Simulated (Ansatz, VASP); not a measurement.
**One calculation of Y2AlSi2, two programs**

```
CELL_PARAMETERS angstrom
-2.00828 2.80698 4.29696
2.00828 -2.80698 4.29696
2.00828 2.80698 -4.29696
ATOMIC_POSITIONS crystal
Y 0.28985 0.78985 0.50000
Y 0.71015 0.21015 0.50000
Al 0.00000 0.00000 0.00000
Si 0.71107 0.50000 0.21107
Si 0.28893 0.50000 0.78893
```

Alike in both runs: functional LDA; k mesh 10 × 10 × 10; occupations gaussian, width 0.1 eV; no spin polarisation.

Ansatz relaxed the structure, and its values are those at the end. VASP's run is a single point on that final structure, the one shown.

|  | VASP | Ansatz |
| --- | --- | --- |
| version | VASP 6.6.1 | Ansatz 0.2.0 |
| potentials or method | VASP PAW LDA potentials, release 64 (Y_sv, Al, Si) | scalar-relativistic, plane waves, PAW |
| plane-wave cutoff (eV) | 520 | 420 |
| valence electrons in the cell | 33 | 33 |

|  | VASP | Ansatz | Ansatz less VASP |
| --- | --- | --- | --- |
| gap on the k mesh at the Fermi level (eV) | none | none | - |
| pressure (GPa) | 0.0 | 0.0 | -0.04 |

A gap of «none» marks a metal or a gap that the smearing closes.
